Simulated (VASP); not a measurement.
## CrAs3: band structure with PBEsol+U

CrAs3:

```xyz
4
Lattice="4.4211 0.0000 0.0000 0.0000 4.4211 0.0000 0.0000 0.0000 4.4211" Properties=species:S:1:pos:R:3 pbc="T T T"
Cr    0.0000    0.0000    0.0000
As    0.0000    2.2106    2.2106
As    2.2106    0.0000    2.2106
As    2.2106    2.2106    0.0000
```

The cell was built by a generator and needn't be a form met in nature.

| Item | Value |
| --- | --- |
| Program | VASP 6.6.1 |
| Task | band structure |
| Functional | PBEsol |
| Potentials or basis | VASP PAW PBE potentials, release 64 (Cr_pv, As) |
| Cutoff | 520 eV |
| k mesh | 5 × 5 × 5 |
| Occupations | gaussian, width 0.05 eV |
| Spin | collinear spin, ferromagnetic start, spin-orbit coupling |
| Starting moments | [[1.732, 1.732, 1.732], [0.0, 0.0, 0.0], [0.0, 0.0, 0.0], [0.0, 0.0, 0.0]] μB |
| Hubbard terms | Cr d U = 7 eV, J = 1.0 eV |
| LDAUTYPE | 1 |
| Hund's J | 1 |
| Further INCAR settings | ALGO = Normal; EDIFF = 1e-06 |

```yaml
Net_moment: 4.04 μB per cell
```

Moments on the atoms (μB; x, y, z):
```
Cr   2.49  2.49  2.49
As  -0.06 -0.06 -0.06
As  -0.06 -0.06 -0.06
As  -0.06 -0.06 -0.06
```

Run time: 14 min on 1 thread of Intel(R) Xeon(R) Platinum 8375C CPU @ 2.90GHz (Ice Lake), on a shared host, peak memory 0.63 GiB.

Caveat: the log is that of the step along the path at fixed density, whose energy, stress, charges and moments have no meaning; a cell with one magnetic atom can't hold antiferromagnetic order, which such compounds often take; the U is typed as a test and isn't derived for this compound. The state reached can hang on the start; a lower one may exist.
